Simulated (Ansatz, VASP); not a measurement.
# Cu (generalised stacking fault on (111) of Cu): VASP beside Ansatz, part 3 of 3

Wanted: the spread between two codes on one cell, functional and k mesh. Of the first pair: The structure shown is the start of the Ansatz relaxation below; VASP solves that cell, so the two are compared at the walk's first step.

VASP 6.6.1 and Ansatz 0.2.0.

So far. Step 3 (VASP: single point, PBE, start cell, pair 1): The run ends at a pressure of 0.02 GPa, with forces up to 0.044 eV/Å. Step 6 (VASP: single point, PBE, relaxed cell, pair 2): The run ends at a pressure of 0.01 GPa, with forces up to 0.044 eV/Å.

## (8) Ansatz: relaxation, PBE

Level of this step: Ansatz beside VASP: Kohn-Sham DFT, plane waves, PBE (Ansatz).

The two programs are compared at the cell with which this relaxation starts, whose forces are those of its first step.

The structure compared here is the start of the Ansatz relaxation; VASP solves that cell, so the two are compared at the walk's first step.

File input.yaml:

```yaml
crystal:
  lattice:
    - [2.57034, 0.0, 0.0]
    - [-1.28516, 2.22598, 0.0]
    - [0.7711, -0.44519, 25.18402]
  atoms:
    - { symbol: Cu, position: [0.9601, 0.0399, 0.19951] }
    - { symbol: Cu, position: [0.2769, 0.7231, 0.28219] }
    - { symbol: Cu, position: [0.59362, 0.40638, 0.36521] }
    - { symbol: Cu, position: [0.9103, 0.0897, 0.44855] }
    - { symbol: Cu, position: [0.22696, 0.77304, 0.53188] }
    - { symbol: Cu, position: [0.54362, 0.45638, 0.61521] }
    - { symbol: Cu, position: [0.8603, 0.1397, 0.69854] }
    - { symbol: Cu, position: [0.17696, 0.82304, 0.78187] }
    - { symbol: Cu, position: [0.49362, 0.50638, 0.8652] }
    - { symbol: Cu, position: [0.8103, 0.1897, 0.94854] }
    - { symbol: Cu, position: [0.12702, 0.87298, 0.03155] }
    - { symbol: Cu, position: [0.44382, 0.55618, 0.11424] }
kpoints:
  mp_grid: { grid: [12, 12, 1] }
hamiltonian:
  xc: pbe
scf:
  occupations: { method: fermi_dirac, width: 0.1 }
output:
  forces: true
relax:
  f_tol: 0.05
  max_steps: 120
  constraints: [{ sites: [0, 1, 2, 3, 4, 5, 6, 7, 8, 9, 10, 11], fix: xy }]
```

On the command line:

```sh
> ansatz run input.yaml --threads 11 --pin off --max-ram 102400MiB --backend cuda --events-out ev --progress --plain --runs-dir out
```

Numbers of over 12 decimals in the logs are rounded to 6 here.

Log:

```text
[...]
GPU FFT provider: cuFFT
GPU libraries: cuBLAS 13.8.2, cuFFT 12.4.0, cuSOLVER 12.3.4
Crystal: 12 atoms, lattice volume = 144.091 Å³
Basis set: ecut = 420 eV, 2881 PW (Γ), exchange–correlation on 36×36×360 points (8 copies of the dense FFT grid, shifted against one another)
Bands: 137, of which v1, the nominal top of the filled ones, is band 114 counted from 1 (113 counted from 0)
[...]
- { symbol: Cu, position: [0.910300, 0.0897, 0.448549] }
    - { symbol: Cu, position: [0.226960, 0.773040, 0.531879] }
    - { symbol: Cu, position: [0.543620, 0.456380, 0.615209] }
    - { symbol: Cu, position: [0.860300, 0.139700, 0.698539] }
    - { symbol: Cu, position: [0.176960, 0.823040, 0.781869] }
    - { symbol: Cu, position: [0.493620, 0.50638, 0.865199] }
    - { symbol: Cu, position: [0.8103, 0.1897, 0.948539] }
    - { symbol: Cu, position: [0.127020, 0.872980, 0.031554] }
    - { symbol: Cu, position: [0.443820, 0.556180, 0.114239] }
[key lines of the parts left out:]
SCF converged after 6 iterations
Free energy (F): -79502.071146 eV
Fermi energy:    16.366610 eV
```

## (9) VASP: single point, PBE, start cell, pair 3

The same cell, functional, mesh and smearing now go to VASP, with its own data sets.

File INCAR:

```
SYSTEM = Cu
PREC = Accurate
ENCUT = 520
EDIFF = 1E-06
NELM = 120
ISMEAR = -1
SIGMA = 0.1
LREAL = .FALSE.
ALGO = Normal
GGA = PE
NBANDS = 81
LASPH = .TRUE.
LORBIT = 11
LWAVE = .FALSE.
LCHARG = .FALSE.
ISIF = 2
GGA_COMPAT = .FALSE.
KPAR = 2
```

File POSCAR:

```
Cu
1.0
    2.5703400000      0.0000000000      0.0000000000
   -1.2851600000      2.2259800000      0.0000000000
    0.7711000000     -0.4451900000     25.1840200000
Cu
12
Direct
    0.9600743085      0.0399093227      0.1995074654
    0.2768767335      0.7231068977      0.2821928350
    0.5936028766      0.4063807546      0.3652081756
    0.9102851160      0.0896985152      0.4485487226
    0.2269390387      0.7730445925      0.5318793425
    0.5436030848      0.4563805464      0.6152079771
    0.8602775832      0.1397060480      0.6985385971
    0.1769416293      0.8230420019      0.7818672317
    0.4935955520      0.5063880792      0.8651978516
    0.8102777914      0.1897058398      0.9485383986
    0.1270039345      0.8729796967      0.0315537392
    0.4438063595      0.5561772717      0.1142391088
```

File KPOINTS:

```
Automatic mesh
0
Gamma
12 12 1
0 0 0
```

PAW data sets: Cu (PBE family, release 64).

On the command line:

```sh
> mpirun -np 2 vasp_std
```

Log:

```text
[... set-up lines as in an earlier step ...]
 entering main loop
       N       E                     dE             d eps       ncg     rms          rms(c)
DAV:   1     0.132761731474E+04    0.13276E+04   -0.54256E+04  6966   0.292E+03
DAV:   2     0.172400019638E+03   -0.11552E+04   -0.11180E+04  6966   0.560E+02
DAV:   3    -0.429884348061E+02   -0.21539E+03   -0.19922E+03  6990   0.270E+02
DAV:   4    -0.552626450184E+02   -0.12274E+02   -0.12006E+02  7669   0.904E+01
[...]
DAV:  19    -0.447143910437E+02   -0.41686E-05   -0.70671E-05  7889   0.106E-01    0.186E-02
DAV:  20    -0.447143826766E+02    0.83671E-05   -0.18598E-05  7825   0.725E-02    0.607E-03
DAV:  21    -0.447143830389E+02   -0.36223E-06   -0.87523E-06  6592   0.564E-02
   1 F= -.44714383E+02 E0= -.44641853E+02  d E =-.145060E+00
```

From OUTCAR (step 9):

```text
  Total       -0.0989514      0.2378892      0.1462267      0.2917159     -0.0489531      0.0847908
  in kB       -1.1002610      2.6451382      1.6259246      3.2436484     -0.5443190      0.9428067
  external PRESSURE =       1.0569339 kB  Pullay stress =       0.0000000 kB

 POSITION                                       TOTAL-FORCE (eV/Angst)
 -----------------------------------------------------------------------------------
      2.57027      0.00002      5.02440         0.028891     -0.016681     -0.026201
     -0.00004      1.48399      7.10675         0.005931     -0.003424      0.041553
      1.28511      0.74201      9.19741        -0.002715      0.001567      0.028561
      2.57034     -0.00002     11.29626        -0.000818      0.000472     -0.000777
     -0.00004      1.48399     13.39486         0.000936     -0.000540     -0.000050
      1.28511      0.74201     15.49341        -0.000132      0.000076      0.000217
      2.57030      0.00000     17.59201         0.000132     -0.000076     -0.000217
     -0.00004      1.48400     19.69056        -0.000936      0.000540      0.000050
      1.28507      0.74203     21.78916         0.000818     -0.000472      0.000777
      2.57031      0.00000     23.88801         0.002715     -0.001567     -0.028561
     -0.77114      1.92919      0.79465        -0.005931      0.003424     -0.041553
      0.51405      1.18718      2.87700        -0.028891      0.016681      0.026201
 -----------------------------------------------------------------------------------
    total drift:                               -0.000083      0.000052     -0.000843

  FREE ENERGIE OF THE ION-ELECTRON SYSTEM (eV)
  ---------------------------------------------------
  free  energy   TOTEN  =       -44.7143830389 eV

  energy  without entropy=      -44.5693234529  energy(sigma->0) =      -44.64185325

[... 1 part as in an earlier step ...]

[... 2 further parts left out ...]
[key lines of the parts left out:]
E-fermi :   7.3273
```

The run ends at a pressure of 0.11 GPa, with forces up to 0.042 eV/Å.

## (10) Comparison

What differs besides the data sets and the points named for the pairs above, as far as they apply: the data sets hold 228 valence electrons in Ansatz (on its default PAW (the set named soft_2) files) and 132 in VASP. Total energies have different zeros and are not compared.

The forces differ by 0.33 meV/Å r.m.s.; no other quantity is compared for this pair.

## (11) Outcome

```json
{"r.m.s. force difference (single point, PBE, start cell, pair 1)": "0.43 meV/Å", "r.m.s. force difference (single point, PBE, relaxed cell, pair 2)": "0.39 meV/Å", "r.m.s. force difference (single point, PBE, start cell, pair 3)": "0.33 meV/Å"}
```

**Reading.** The r.m.s. force difference is 0.43 meV/Å (single point, PBE, start cell, pair 1), within the 12 meV/Å picked in this series as the mark of a large difference. The data sets hold unlike numbers of valence electrons (228 in Ansatz and 132 in VASP), so part of the differences comes from the potentials. 5 further runs of this series are not shown here. How closely two codes agree says nothing of how well the functional describes the real material.

[Lines on the potential files, build, host, timing and source positions are cut from VASP's logs without a mark.]

[Logs are printed without paths, hosts, clocks, repeated set-up lines and the standing remarks that a program may print on its own settings, such as how far it seeks lower states.]

[Hosts, paths, dates, database ids (printed as entryN), source tags and the programs' standing remarks are cut or masked in the printed files.]
